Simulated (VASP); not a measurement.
VASP ran on this input.

File KPOINTS:
```
Automatic mesh
0
Gamma
14 14 14
0 0 0
```

**POSCAR**
```
TaC
1
    0.0000000000     2.2071253460     2.2071253460
    2.2071253460     0.0000000000     2.2071253460
    2.2071253460     2.2071253460     0.0000000000
Ta C
1 1
Direct
  0.0000000000   0.0000000000   0.0000000000
  0.5000000000   0.5000000000   0.5000000000
```

### INCAR
```
ENCUT = 520   # plane-wave cut-off (eV)
ALGO = Normal
ISIF = 2   # forces and stress, cell fixed
PREC = Accurate
LWAVE = .FALSE.
LMAXMIX = 6   # l cut-off of mixed one-centre charges
SYSTEM = TaC
NELM = 100
IVDW = 13   # D4
LASPH = .TRUE.
EDIFF = 1E-7   # SCF stop (eV)
SIGMA = 0.1   # width (eV)
LREAL = .FALSE.
GGA = PE   # PBE
ISMEAR = 1   # Methfessel-Paxton
LCHARG = .FALSE.
```

POTCAR, in this order: Ta_pv C (PBE.64 set). Program: vasp_std.

Question: Write an equivalent input for Ansatz.

Answer: One equivalent input (not run):
Ansatz 0.2 input:
```yaml
crystal:
  lattice:
    - [0.0000000, 2.2071253, 2.2071253]
    - [2.2071253, 0.0000000, 2.2071253]
    - [2.2071253, 2.2071253, 0.0000000]
  atoms:
    - { symbol: Ta, position: [0.0000000, 0.0000000, 0.0000000] }
    - { symbol: C, position: [0.5000000, 0.5000000, 0.5000000] }
kpoints:
  mp_grid: { grid: [14, 14, 14] }
hamiltonian:
  xc: pbe
  dispersion: d4
  pseudopotentials: { kind: paw }
scf:
  occupations: { method: methfessel_paxton, width: 0.1 }
  max_iter: 100
output: { forces: true, stress: true, eigenvalues: true }
```
What does not carry over: each code has its own PAW files, so the cut-off isn't converted (ENCUT is set for VASP's; basis.ecutwfc is left out, and Ansatz then takes the one that its files recommend); Ansatz stops its SCF on the density residual and VASP on the energy change (EDIFF).

The compound is TaC in the rock salt structure. This cell is one point of a volume scan, at 0.97 of the reference volume.
